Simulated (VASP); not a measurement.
Here is a VASP 6.6.1 calculation.

File INCAR:

```
SYSTEM = ZrGaC5
  ALGO = Normal
  EDIFF = 1E-7
  EDIFFG = -0.04
  ENCUT = 600
  GGA = PE
  IBRION = 2
  ISIF = 3
  ISMEAR = 0
  LASPH = .True.
  LCHARG = .False.
  LREAL = .False.
  LWAVE = .False.
  NELM = 60
  NSW = 90
  PREC = Accurate
  SIGMA = 0.1
```

Contents of KPOINTS:

```
k-points
0
Gamma
  6 6 4
  0 0 0
```

File POSCAR:

```
ZrGaC5
1.0
    3.1534886807      0.0000000000      0.0000000000
    0.0000000000      3.1534886807      0.0000000000
    0.0000000000      0.0000000000      7.0549022318
Zr Ga C
1 1 5
Direct
    0.0000000000      0.0000000000      0.0000000000
    0.0000000000      0.0000000000      0.5000000000
    0.5000000000      0.5000000000      0.0000000000
    0.5000000000      0.0000000000      0.2747171748
    0.0000000000      0.5000000000      0.2747171748
    0.5000000000      0.0000000000      0.7252828252
    0.0000000000      0.5000000000      0.7252828252
```

Potentials or basis: VASP PAW PBE potentials, release 64 (Zr_sv, Ga_d, C).

Command:

```sh
$ cat potpaw_PBE.64/Zr_sv/POTCAR potpaw_PBE.64/Ga_d/POTCAR potpaw_PBE.64/C/POTCAR > POTCAR
$ mpirun -np 1 vasp_std > vasp.out
```

Problem. Estimate the relaxed volume.

Solution. 10.06 Å³/atom.

Problem. What does it give for the relaxed cell?

Solution. a = 3.173 Å, b = 3.173 Å, c = 6.991 Å, α = 90.00°, β = 90.00°, γ = 90.00°.

Forces in eV/Å, atoms in the order of the input:
```
Zr   0.000  0.000  0.000
Ga   0.000  0.000  0.000
C    0.000  0.000  0.000
C    0.000  0.000 -0.008
C    0.000  0.000 -0.008
C    0.000  0.000  0.008
C    0.000  0.000  0.008
```
